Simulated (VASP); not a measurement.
A convergence study with VASP on MgH2 (rutile): one setting is varied, all else stays as given below, so the limit is that of these other settings.

```yaml
crystal:
  lattice:
    - [4.52000, 0.00000, 0.00000]
    - [0.00000, 4.52000, 0.00000]
    - [0.00000, 0.00000, 3.02000]
  atoms:
    - { symbol: Mg, position: [0.00000, 0.00000, 0.00000] }
    - { symbol: Mg, position: [0.50000, 0.50000, 0.50000] }
    - { symbol: H, position: [0.30400, 0.30400, 0.00000] }
    - { symbol: H, position: [0.80400, 0.19600, 0.50000] }
    - { symbol: H, position: [0.19600, 0.80400, 0.50000] }
    - { symbol: H, position: [0.69600, 0.69600, 0.00000] }
```

These are PBE GGA, VASP's PBE PAW potentials (set 64) (plane waves; VASP) values and carry that method's errors. The tightest run used: 550 eV cut-off, 9×9×12 Monkhorst-Pack mesh, Gaussian smearing of 0.050 eV, potentials Mg H.

**Question.** The settings run are 1×1×1 mesh; 2×2×2 mesh; 2×2×3 mesh; 3×3×4 mesh; 4×4×5 mesh; 4×4×6 mesh; 5×5×7 mesh; 6×6×8 mesh; 7×7×9 mesh; 8×8×10 mesh; 8×8×11 mesh; 9×9×12 mesh. From which on does the stress (every component) stay within 0.2 GPa of the tightest run?

**Answer.** From 3×3×4 mesh on: it is off by 0.04 there and by no more than 0.2 in any finer run, while 2×2×3 mesh is off by 0.49.
```
setting      E (eV/atom)  pressure (GPa)  largest force (eV/Å)  irreducible k-points  difference judged (GPa)
-----------  -----------  --------------  --------------------  --------------------  -----------------------
1×1×1 mesh       -3.2804           -1.15                 1.282                     1                    49.66
2×2×2 mesh       -2.9779           -1.05                 0.033                     1                     4.81
2×2×3 mesh       -2.9549           -0.78                 0.022                     2                     0.49
3×3×4 mesh       -2.9410           -0.42                 0.019                     6                     0.04
4×4×5 mesh       -2.9424           -0.46                 0.017                     9                     0.01
4×4×6 mesh       -2.9424           -0.46                 0.018                     9                     0.01
5×5×7 mesh       -2.9422           -0.45                 0.018                    24                     0.00
6×6×8 mesh       -2.9422           -0.46                 0.018                    24                     0.00
7×7×9 mesh       -2.9422           -0.46                 0.018                    50                     0.00
8×8×10 mesh      -2.9422           -0.46                 0.018                    50                     0.00
8×8×11 mesh      -2.9422           -0.46                 0.018                    60                     0.00
9×9×12 mesh      -2.9422           -0.46                 0.018                    90                     0.00
```

Left out are rungs that failed or repeat a setting and relaxations that didn't move; long series are thinned to 24 rows.

The compound is MgH2 in the rutile structure. The cell was not relaxed at this level, forces remain on its atoms.
